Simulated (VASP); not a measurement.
Runs of VASP 6.6.1 on As. The structure is trigonal, space group R-3m (No. 166). Conventional cell: a = 3.760 Å, b = 3.760 Å, c = 10.457 Å, α = 90.00°, β = 90.00°, γ = 120.00°. As (site symmetry 3m) has 3 As at 2.52 Å as nearest neighbours. 

| task | level | potentials or basis | cell | k mesh | cutoff (eV) | gap on the mesh (eV) | pressure (GPa) | relaxed volume (Å³/atom) |
| --- | --- | --- | --- | --- | --- | --- | --- | --- |
| relaxation of cell and atoms | RPBE | VASP PAW PBE potentials, release 64 (As) | relaxed | 15 × 15 × 15 | 600 | 1.55 | 0.0 | 36.62 |
| relaxation of cell and atoms | PBEsol | VASP PAW PBE potentials, release 64 (As) | relaxed | 15 × 15 × 15 | 300 | none | 0.0 | 20.89 |
| relaxation of cell and atoms | LDA | VASP PAW LDA potentials, release 64 (As) | relaxed | 15 × 15 × 15 | 600 | none | 0.0 | (a) |
| relaxation of cell and atoms | PBEsol | VASP PAW PBE potentials, release 64 (As) | relaxed | 6 × 6 × 6 | 600 | none | 0.0 | 21.09 |
| single point | PBEsol | VASP PAW PBE potentials, release 64 (As) | as given | 15 × 15 × 15 | 520 | none | 0.5 | - |
| relaxation of cell and atoms | PBEsol | VASP PAW PBE potentials, release 64 (As) | relaxed | 15 × 15 × 15 | 480 | none | 0.0 | 20.89 |
| relaxation of cell and atoms | PBEsol | VASP PAW PBE potentials, release 64 (As) | relaxed | 15 × 15 × 15 | 580 | none | 0.0 | 20.90 |
| relaxation of cell and atoms | PBE+D3(BJ) | VASP PAW PBE potentials, release 64 (As) | relaxed | 15 × 15 × 15 | 600 | none | 0.0 | (b) |

Alike in all rows: no spin polarisation; smearing gaussian 0.1 eV.

Q: Estimate the missing entries.

A: (a) 20.44; (b) 20.91.

Caveats: the PAW data sets were made with another functional, which shifts forces and pressure a little (some runs); the volume moved by over 15 % at a fixed basis, so the end points are rough (some runs); an odd mesh through Γ misses points on the zone boundary, where band edges often lie (some runs); the volume moved by +72 % from the deposited cell, more than functionals usually miss (some runs); pairwise dispersion overbinds metals, which lowers pressure and volume (some runs).

A k mesh can miss the band edges, and the runs leave out spin-orbit coupling on As.

A gap of «none» marks a metal or a gap under the smearing width.
